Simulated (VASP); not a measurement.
Crystal: Na.

```
CELL_PARAMETERS angstrom
-2.11500 2.11500 2.11500
2.11500 -2.11500 2.11500
2.11500 2.11500 -2.11500
ATOMIC_POSITIONS crystal
Na 0.00000 0.00000 0.00000
```

The cell was built by a generator and needn't be a form met in nature.

Base run:

```yaml
Program: VASP 6.6.1
Functional: PBE
Potentials_or_basis: VASP PAW PBE potentials, release 64 (Na_pv)
Cutoff: 520 eV
k_mesh: 22 × 22 × 22
Occupations: methfessel-paxton, width 0.1 eV
Spin: no spin polarisation
```

Its results: band gap on the k mesh none (metal or under the smearing width); pressure -0.2 GPa.

Problem. The run is repeated on the same cell with these changes: functional from PBE to LDA; potentials or basis from VASP PAW PBE potentials, release 64 (Na_pv) to VASP PAW LDA potentials, release 64 (Na_pv). What comes out?

Solution. Band gap on the k mesh none (metal or under the smearing width); pressure -0.9 GPa.
